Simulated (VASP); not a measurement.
**SmBe: structure and properties in VASP**

What structure does SmBe take at this level, and what are its properties? The steps: relaxing cell and atoms (vdW-DF), second relaxation, density, ELF and potential (vdW-DF), bands along the symmetry lines (vdW-DF), total and projected DOS (vdW-DF), independent-particle dielectric function (vdW-DF) and relaxing the atoms (vdW-DF) with a changed input. The cell is invented: it takes the structure of a Materials Project entry for HoCd (space group 221 there), with all of its atoms replaced by other elements, volume scaled by an estimate. It may not be a known or stable phase.

Method: vdW-DF, spin-polarised from a ferromagnetic start (one magnetic atom a cell); plane waves and PAW (Sm, Be), in the first sound run; inputs show where later runs differ, in VASP 6.6.1.

The structure was built from a prototype and need not be the compound's stable phase.

**1. The starting structure**

Before any relaxation, the start is as follows. Symmetry: Pm-3m, No. 221, cubic system. The conventional cell has a = 3.466 Å, b = 3.466 Å, c = 3.466 Å, α = 90.00°, β = 90.00°, γ = 90.00°. Nearest to Sm lie 8 Be at 3.00 Å. Be has 8 Sm at 3.00 Å nearest. It derives from HoCd. It takes the structure of a Materials Project entry for HoCd (space group 221 there), with all of its atoms replaced by other elements, volume scaled by an estimate. Farther neighbours are not listed.

Coordinates:

```xyz
2
Lattice="3.4656 0.0000 0.0000 0.0000 3.4656 0.0000 0.0000 0.0000 3.4656" Properties=species:S:1:pos:R:3 pbc="T T T"
Sm    1.7328    1.7328    1.7328
Be    0.0000    0.0000    0.0000
```

**2. Relaxing cell and atoms (vdW-DF)**

Properties are meant for the cell that this level of theory prefers, so cell and atoms are relaxed first (ISIF = 3) until forces and stress are small; EDIFFG sets the threshold. The first vdW-DF uses revPBE exchange and tends to overestimate distances. LUSE_VDW switches on a nonlocal correlation term for dispersion.

File INCAR:

```
SYSTEM = SmBe
PREC = Accurate
ENCUT = 450
EDIFF = 1E-06
NELM = 100
ISMEAR = 1
SIGMA = 0.2
LREAL = .FALSE.
ALGO = Normal
GGA = RE
AGGAC = 0
LUSE_VDW = .TRUE.
LASPH = .TRUE.
NBANDS = 16
ISPIN = 2
MAGMOM = 5 0
LMAXMIX = 6
LORBIT = 11
LWAVE = .FALSE.
LCHARG = .FALSE.
IBRION = 2
NSW = 60
ISIF = 3
EDIFFG = -0.01
```

File POSCAR:

```
SmBe
1.0
    3.4655750000      0.0000000000      0.0000000000
    0.0000000000      3.4655750000      0.0000000000
    0.0000000000      0.0000000000      3.4655750000
Sm Be
1 1
Direct
    0.5000000000      0.5000000000      0.5000000000
    0.0000000000      0.0000000000      0.0000000000
```

File KPOINTS:

```
Automatic mesh
0
Gamma
8 8 8
0 0 0
```

The projector-augmented-wave data sets are Sm and Be (PBE family, release 64).

Started as:

```bash
$ mpirun -np 1 vasp_std
```

The program printed:

```text
[banner, memory and clock lines left out]
running    1 mpi-ranks, on    1 nodes
 distrk:  each k-point on    1 cores,    1 groups
 distr:  one band on    1 cores,    1 groups

 POSCAR found type information on POSCAR SmBe
 POSCAR found :  2 types and       2 ions
|                                                                             |
|               ----> ADVICE to this user running VASP <----                  |
|                                                                             |
|     You have switched on vdW-DFT.                                           |
|     This routine was written and supplied by Jiri Klimes. We recommend      |
|     that you carefully read and cite the following publications:            |
|       J. Klimes, D.R. Bowler, A. Michelides                                 |
|          J. Phys.: Cond Matt. 22 022201 (2010)                              |
|       J. Klimes, D.R. Bowler, A. Michelides                                 |
|          Phys. Rev. B. 83, 195131 (2011)                                    |
|     and references therein.                                                 |
|                                                                             |

|                                                                             |
|               ----> ADVICE to this user running VASP <----                  |
|                                                                             |
|     You enforced a specific xc type in the INCAR file but a different       |
|     [... a line on the potential file left out ...]
|     I HOPE YOU KNOW WHAT YOU ARE DOING!                                     |
|                                                                             |

 LDA part: xc-table for (Slater+PW92), standard interpolation
 POSCAR, INCAR and KPOINTS ok, starting setup
 FFT: planning ... GRIDC
 FFT: planning ... GRID_SOFT
 FFT: planning ... GRID
 WAVECAR not read
 entering main loop
       N       E                     dE             d eps       ncg     rms          rms(c)
DAV:   1     0.104922833779E+03    0.10492E+03   -0.63369E+03  2616   0.397E+03
DAV:   2     0.854767915575E+01   -0.96375E+02   -0.89803E+02  2992   0.285E+02
DAV:   3    -0.441519830580E+01   -0.12963E+02   -0.12722E+02  3568   0.104E+02
DAV:   4    -0.569408668587E+01   -0.12789E+01   -0.11945E+01  4072   0.260E+01
DAV:   5    -0.582264443987E+01   -0.12856E+00   -0.12766E+00  3376   0.825E+00    0.343E+01
DAV:   6    -0.191069261624E+02   -0.13284E+02   -0.35805E+01  2696   0.187E+02    0.188E+02
DAV:   7    -0.128829419931E+02    0.62240E+01   -0.75290E+00  3744   0.329E+01    0.940E+01
DAV:   8    -0.920321967702E+01    0.36797E+01   -0.48619E+00  3008   0.583E+01    0.306E+01
DAV:   9    -0.797973241301E+01    0.12235E+01   -0.14882E+01  3432   0.680E+01    0.283E+01
DAV:  10    -0.725754104409E+01    0.72219E+00   -0.10732E+00  4112   0.211E+01    0.200E+01
DAV:  11    -0.759880546987E+01   -0.34126E+00   -0.89272E-01  3520   0.229E+01    0.147E+01
DAV:  12    -0.748361459642E+01    0.11519E+00   -0.23236E-01  4128   0.638E+00    0.131E+01
DAV:  13    -0.745131824650E+01    0.32296E-01   -0.11675E-01  3760   0.471E+00    0.114E+01
DAV:  14    -0.750011143446E+01   -0.48793E-01   -0.65285E-02  3424   0.467E+00    0.110E+01
DAV:  15    -0.747553722683E+01    0.24574E-01   -0.43246E-02  3608   0.306E+00    0.847E+00
DAV:  16    -0.748810705470E+01   -0.12570E-01   -0.29431E-02  3952   0.296E+00    0.548E+00
DAV:  17    -0.748945840142E+01   -0.13513E-02   -0.22100E-03  3024   0.249E-01    0.539E+00
DAV:  18    -0.749064627919E+01   -0.11879E-02   -0.35502E-04  4128   0.169E-01    0.503E+00
DAV:  19    -0.749692462553E+01   -0.62783E-02   -0.85445E-03  3672   0.113E+00    0.567E+00
DAV:  20    -0.749665681394E+01    0.26781E-03   -0.26126E-04  3048   0.107E-01    0.570E+00
DAV:  21    -0.750263726716E+01   -0.59805E-02   -0.45612E-03  3272   0.137E+00    0.549E+00
DAV:  22    -0.750885678587E+01   -0.62195E-02   -0.15856E-02  3560   0.102E+00    0.783E+00
DAV:  23    -0.750817419357E+01    0.68259E-03   -0.64290E-03  3400   0.689E-01    0.572E+00
DAV:  24    -0.750724750099E+01    0.92669E-03   -0.22867E-03  3848   0.336E-01    0.450E+00
DAV:  25    -0.750818528565E+01   -0.93778E-03   -0.14636E-03  3504   0.307E-01    0.520E+00
DAV:  26    -0.751268346277E+01   -0.44982E-02   -0.83549E-03  3696   0.696E-01    0.738E+00
DAV:  27    -0.752106357920E+01   -0.83801E-02   -0.97990E-03  3912   0.709E-01    0.984E+00
DAV:  28    -0.753494942033E+01   -0.13886E-01   -0.10527E-02  3904   0.819E-01    0.121E+01
DAV:  29    -0.755619864884E+01   -0.21249E-01   -0.12498E-02  3944   0.956E-01    0.136E+01
DAV:  30    -0.757014548046E+01   -0.13947E-01   -0.69764E-03  4088   0.982E-01    0.140E+01
DAV:  31    -0.753584245987E+01    0.34303E-01   -0.34363E-02  3624   0.142E+00    0.920E+00
DAV:  32    -0.752830001903E+01    0.75424E-02   -0.67540E-03  4272   0.879E-01    0.731E+00
DAV:  33    -0.751884873755E+01    0.94513E-02   -0.10811E-02  3840   0.783E-01    0.489E+00
DAV:  34    -0.751404089181E+01    0.48078E-02   -0.16978E-02  4032   0.167E+00    0.146E+00
DAV:  35    -0.751424909519E+01   -0.20820E-03   -0.38356E-03  3976   0.326E-01    0.299E-01
DAV:  36    -0.751438701831E+01   -0.13792E-03   -0.40743E-04  4144   0.267E-01    0.321E-01
DAV:  37    -0.751430241842E+01    0.84600E-04   -0.99152E-05  3704   0.826E-02    0.192E-01
DAV:  38    -0.751429552977E+01    0.68886E-05   -0.23175E-05  4064   0.418E-02    0.181E-01
DAV:  39    -0.751428643498E+01    0.90948E-05   -0.19473E-05  4080   0.627E-02    0.127E-01
DAV:  40    -0.751429040350E+01   -0.39685E-05   -0.13304E-06  2272   0.273E-02    0.146E-01
DAV:  41    -0.751428993199E+01    0.47150E-06   -0.78763E-07  1592   0.115E-02
   1 F= -.75142899E+01 E0= -.75043010E+01  d E =-.751429E+01  mag=     5.9420
 curvature:   0.00 expect dE= 0.000E+00 dE for cont linesearch  0.000E+00
 trial: gam= 0.00000 g(F)=  0.000E+00 g(S)=  0.898E-01 ort = 0.000E+00 (trialstep = 0.100E+01)
 search vector abs. value=  0.898E-01
 bond charge predicted
       N       E                     dE             d eps       ncg     rms          rms(c)
DAV:   1    -0.143312417329E+02   -0.68170E+01   -0.26402E+01  2744   0.107E+02    0.103E+02
DAV:   2    -0.359270530893E+02   -0.21596E+02   -0.26075E+02  3840   0.222E+02    0.138E+02
DAV:   3    -0.111432374157E+02    0.24784E+02   -0.17057E+02  3288   0.127E+02    0.403E+02
DAV:   4    -0.732673531714E+01    0.38165E+01   -0.26919E+01  4008   0.885E+01    0.463E+01
DAV:   5    -0.748889879014E+01   -0.16216E+00   -0.27597E+00  4128   0.121E+01    0.163E+01
DAV:   6    -0.754326728818E+01   -0.54368E-01   -0.51291E-01  4192   0.102E+01    0.700E+00
DAV:   7    -0.758412576790E+01   -0.40858E-01   -0.11633E-01  3608   0.876E+00    0.695E+00
DAV:   8    -0.757478197122E+01    0.93438E-02   -0.27599E-02  4192   0.113E+00    0.705E+00
DAV:   9    -0.755768864271E+01    0.17093E-01   -0.72890E-02  3800   0.348E+00    0.947E+00
DAV:  10    -0.755692449171E+01    0.76415E-03   -0.12403E-02  4016   0.187E+00    0.125E+01
DAV:  11    -0.755510158718E+01    0.18229E-02   -0.43818E-03  4128   0.624E-01    0.146E+01
DAV:  12    -0.755628230946E+01   -0.11807E-02   -0.25554E-03  3904   0.837E-01    0.202E+01
DAV:  13    -0.755575538633E+01    0.52692E-03   -0.59661E-04  4336   0.211E-01    0.258E+01
DAV:  14    -0.755611411383E+01   -0.35873E-03   -0.68763E-05  3752   0.109E-01    0.229E+01
DAV:  15    -0.755568795618E+01    0.42616E-03   -0.45915E-03  3408   0.133E+00    0.108E+01
DAV:  16    -0.755610225689E+01   -0.41430E-03   -0.52966E-04  4224   0.295E-01    0.245E+00
DAV:  17    -0.755598666551E+01    0.11559E-03   -0.41748E-04  4016   0.257E-01    0.170E-01
DAV:  18    -0.755601166925E+01   -0.25004E-04   -0.34492E-05  3672   0.529E-02    0.821E-02
DAV:  19    -0.755601508942E+01   -0.34202E-05   -0.30848E-06  2736   0.243E-02    0.260E-02
DAV:  20    -0.755601647281E+01   -0.13834E-05   -0.14454E-06  1632   0.249E-02    0.294E-02
DAV:  21    -0.755601612732E+01    0.34549E-06   -0.27537E-06  1448   0.296E-02
   2 F= -.75560161E+01 E0= -.75456316E+01  d E =-.417262E-01  mag=     5.9510
 trial-energy change:   -0.041726  1 .order   -0.046223   -0.089783   -0.002664
 step:   1.0452(harm=  1.0306)  dis= 0.00000  next Energy=    -7.556076 (dE=-0.418E-01)
 bond charge predicted
       N       E                     dE             d eps       ncg     rms          rms(c)
DAV:   1    -0.757894598699E+01   -0.22930E-01   -0.98965E-02  3096   0.464E+00    0.291E+00
DAV:   2    -0.809170479368E+01   -0.51276E+00   -0.32631E+00  3176   0.273E+01    0.160E+01
DAV:   3    -0.751792519730E+01    0.57378E+00   -0.87275E-01  3000   0.227E+01    0.809E-01
DAV:   4    -0.755454992428E+01   -0.36625E-01   -0.26992E-02  3600   0.122E+00    0.622E-01
DAV:   5    -0.755609112784E+01   -0.15412E-02   -0.31483E-03  3760   0.697E-01    0.362E-01
DAV:   6    -0.755613745650E+01   -0.46329E-04   -0.19880E-04  4104   0.196E-01    0.329E-01
DAV:   7    -0.755612337755E+01    0.14079E-04   -0.66640E-05  4048   0.948E-02    0.244E-01
DAV:   8    -0.755611933463E+01    0.40429E-05   -0.66688E-04  3712   0.302E-01    0.876E-02
DAV:   9    -0.755611413953E+01    0.51951E-05   -0.39243E-05  4120   0.850E-02    0.527E-02
DAV:  10    -0.755611255278E+01    0.15867E-05   -0.18258E-06  2824   0.865E-03    0.333E-02
DAV:  11    -0.755611110626E+01    0.14465E-05   -0.49540E-06  3392   0.229E-02    0.292E-02
DAV:  12    -0.755610903426E+01    0.20720E-05   -0.28667E-06  2176   0.316E-02    0.128E-02
DAV:  13    -0.755610833170E+01    0.70256E-06   -0.48756E-07  1360   0.113E-02
   3 F= -.75561083E+01 E0= -.75457112E+01  d E =-.418184E-01  mag=     5.9514
 curvature:  -0.40 expect dE=-0.181E-05 dE for cont linesearch -0.181E-05
 trial: gam= 0.00000 g(F)=  0.417E-66 g(S)=  0.455E-05 ort =-0.639E-03 (trialstep = 0.101E+01)
 search vector abs. value=  0.455E-05
 reached required accuracy - stopping structural energy minimisation
```

Run time: 6 min. Hardware: 1 MPI rank of AMD EPYC 7R43, shared host; peak memory 0.29 GiB.

Lines that name or quote the potential files are left out of all logs, and their timing lines are given in words.

Parts of OUTCAR (step 2):

```text
ion  position               nearest neighbor table
   1  0.500  0.500  0.500-
   2  0.000  0.000  0.000-

  LATTYP: Found a simple cubic cell.
 ALAT       =     3.4655750000

 Subroutine GETGRP returns: Found 48 space group operations
 (whereof 48 operations were pure point group operations)

The static configuration has the point symmetry O_h .

 Found     35 irreducible k-points:

   k-points           NKPTS =     35   k-points in BZ     NKDIM =     35   number of bands    NBANDS=     16

   dimension x,y,z NGX =    24 NGY =   24 NGZ =   24
   dimension x,y,z NGXF=    48 NGYF=   48 NGZF=   48

   ENCUT  =  450.0 eV  33.07 Ry    5.75 a.u.   5.99  5.99  5.99*2*pi/ulx,y,z

   NELECT =      18.0000    total number of electrons

 k-points in reciprocal lattice and weights: Automatic mesh
   0.00000000  0.00000000  0.00000000       0.002
   0.12500000  0.00000000  0.00000000       0.012
   0.25000000  0.00000000  0.00000000       0.012
   0.37500000  0.00000000  0.00000000       0.012
   0.50000000  0.00000000  0.00000000       0.006
   0.12500000  0.12500000  0.00000000       0.023
   0.25000000  0.12500000  0.00000000       0.047
   0.37500000  0.12500000  0.00000000       0.047
   0.50000000  0.12500000  0.00000000       0.023
[...]
0.50000000  0.50000000  0.37500000       0.012
   0.50000000  0.50000000  0.50000000       0.002

 average (electrostatic) potential at core
       1 -41.3885       2 -37.2703

 E-fermi :   3.1544

 spin component 1
 k-point     1 :       0.0000    0.0000    0.0000
  band No.  band energies     occupation
    ...
     10       3.0368      0.91455
     11       3.0368      0.91446
     12       3.0368      0.91446
     13       3.1309      0.59847
     14       3.1309      0.59847
     15       7.1500     -0.00000
     16       7.1500     -0.00000

 k-point     2 :       0.1250    0.0000    0.0000
  band No.  band energies     occupation
    ...
      9       2.6276      1.00062
     10       2.9723      1.01318
     11       3.0449      0.89502
     12       3.0449      0.89493
     13       3.1291      0.60605
     14       3.2870      0.05374
     15       6.4417     -0.00000
     16       6.4417     -0.00000

 k-point     3 :       0.2500    0.0000    0.0000
  band No.  band energies     occupation
    ...
      9       2.6638      1.00143
     10       2.8289      1.02180
     11       2.9276      1.03403
     12       3.0677      0.83130
     13       3.0678      0.83119
     14       3.5730     -0.00585
     15       5.4882     -0.00000
     16       5.4882     -0.00000

 k-point     4 :       0.3750    0.0000    0.0000
  band No.  band energies     occupation
    ...
      9       2.7115      1.00377
     10       2.7116      1.00377
     11       2.9080      1.03545
     12       3.1002      0.72012
     13       3.1003      0.71998
     14       3.8703     -0.00000
     15       4.7967     -0.00000
     16       4.7967     -0.00000

 k-point     5 :       0.5000    0.0000    0.0000
  band No.  band energies     occupation
    ...
      9       2.7360      1.00588
     10       2.7361      1.00588
     11       2.9025      1.03528
     12       3.1200      0.64293
     13       3.1201      0.64278
     14       4.0053     -0.00000
     15       4.5381     -0.00000
     16       4.5381     -0.00000

 k-point     6 :       0.1250    0.1250    0.0000
  band No.  band energies     occupation
    ...
      8       2.6056      1.00036
      9       2.6423      1.00088
     10       2.9425      1.03025
     11       2.9948      0.98945
     12       3.0534      0.87290
     13       3.2847      0.05816
     14       3.3281     -0.00560
     15       5.7294     -0.00000
     16       6.1941     -0.00000

Total vdW correction in eV:      2.7537194

  Total       -0.0079275     -0.0079275     -0.0079275      0.0000000      0.0000000     -0.0000000
  in kB       -0.2808250     -0.2808250     -0.2808250      0.0000000      0.0000000     -0.0000000
  external PRESSURE =      -0.2808250 kB  Pullay stress =       0.0000000 kB

  energy-cutoff  :      450.00
  volume of cell :       45.23
      direct lattice vectors                 reciprocal lattice vectors
     3.562898872  0.000000000 -0.000000000     0.280670329  0.000000000  0.000000000
    -0.000000000  3.562898872  0.000000000    -0.000000000  0.280670329 -0.000000000
    -0.000000000  0.000000000  3.562898872     0.000000000  0.000000000  0.280670329

 POSITION                                       TOTAL-FORCE (eV/Angst)
 -----------------------------------------------------------------------------------
      1.78145      1.78145      1.78145         0.000000      0.000000      0.000000
      0.00000      0.00000      0.00000        -0.000000      0.000000      0.000000
 -----------------------------------------------------------------------------------
    total drift:                                0.000000     -0.000000     -0.000000

  FREE ENERGIE OF THE ION-ELECTRON SYSTEM (eV)
  ---------------------------------------------------
  free  energy   TOTEN  =        -7.5561083317 eV

  energy  without entropy=       -7.5249170164  energy(sigma->0) =       -7.54571123

Total vdW correction in eV:      2.7537474

 reached required accuracy - stopping structural energy minimisation

 total charge
# of ion       s       p       d       f       tot
--------------------------------------------------
    1        2.058   5.640   0.451   5.480  13.629
    2        0.479   0.398   0.000   0.000   0.876
--------------------------------------------------
tot          2.537   6.038   0.451   5.480  14.505

 magnetization (x)
# of ion       s       p       d       f       tot
--------------------------------------------------
    1       -0.014  -0.086   0.099   5.451   5.450
    2       -0.009   0.032   0.000   0.000   0.023
--------------------------------------------------
tot         -0.023  -0.054   0.099   5.451   5.473

[... 6 further parts left out ...]
```

The cell holds one magnetic atom, so no antiferromagnetic order fits into it. The k-mesh is coarse for a metal. Without U or exact exchange f electrons of an open shell on Sm come out too delocalised, which can shrink the cell and pin f bands at the Fermi level. The PAW data sets were made with PBE, which is usual practice but a small mismatch for other functionals. After so large a change of volume the plane waves of the start cell no longer fit, so the final stress carries a basis-set error. The run keeps the 48 symmetry operations of its start, so it cannot find a distortion of lower symmetry.

Relaxation path:

```tsv
step	energy less that of the first step (eV)	largest force (eV/Å)	pressure (GPa)	volume (Å³)
1	0.0000	0.0000	4.29	41.62
2	-0.0417	0.0000	0.12	45.07
3	-0.0418	0.0000	-0.03	45.23
```

```tsv
conventional cell, symmetrised	before	after	change
a (Å)	3.466	3.563	+2.8 %
b (Å)	3.466	3.563	+2.8 %
c (Å)	3.466	3.563	+2.8 %
volume (Å³/atom)	20.81	22.61	+8.7 %
```

Final coordinates:

```cif
data_structure
_symmetry_space_group_name_H-M 'P 1'
_symmetry_Int_Tables_number 1
_cell_length_a 3.5629
_cell_length_b 3.5629
_cell_length_c 3.5629
_cell_angle_alpha 90.000
_cell_angle_beta 90.000
_cell_angle_gamma 90.000
_cell_volume 45.23
loop_
_atom_site_label
_atom_site_type_symbol
_atom_site_fract_x
_atom_site_fract_y
_atom_site_fract_z
_atom_site_occupancy
Sm1 Sm 0.50000 0.50000 0.50000 1
Be2 Be 0.00000 0.00000 0.00000 1
```

This step gave:

```
electrons                                         : 18
bands                                             : 16
irreducible k-points                              : 35
symmetry operations                               : 48
free energy (TOTEN)                               : -7.556 eV
energy at zero smearing                           : -7.546 eV
Fermi energy                                      : 3.154 eV
pressure                                          : -0.02808 GPa
moment of the cell, from the last line of the log : 5.951 μB
metallic, judged on the points sampled            : yes
SCF cycles over all ionic steps                   : 75
```

Spin moment in the PAW sphere by atom:

```tsv
atom	spin moment in the PAW sphere (μB)
Sm1	5.45
Be2	0.02
```

It ends with forces that vanish by symmetry and a pressure of -0.03 GPa.

(Part 1 of 4 ends here.)

[Lines on the potential files, build, host, timing and source positions are cut from VASP's logs without a mark.]

[Logs are printed without paths, hosts, clocks, repeated set-up lines and the standing remarks that a program may print on its own settings, such as how far it seeks lower states.]

[Hosts, paths, dates, database ids (printed as entryN), source tags and the programs' standing remarks are cut or masked in the printed files.]

[A measured line is paired with the nearest computed mode of its activity, which favours agreement.]

[In band tables of VASP the shares of atoms and orbitals are scaled to a sum of 1 inside the atoms' spheres.]
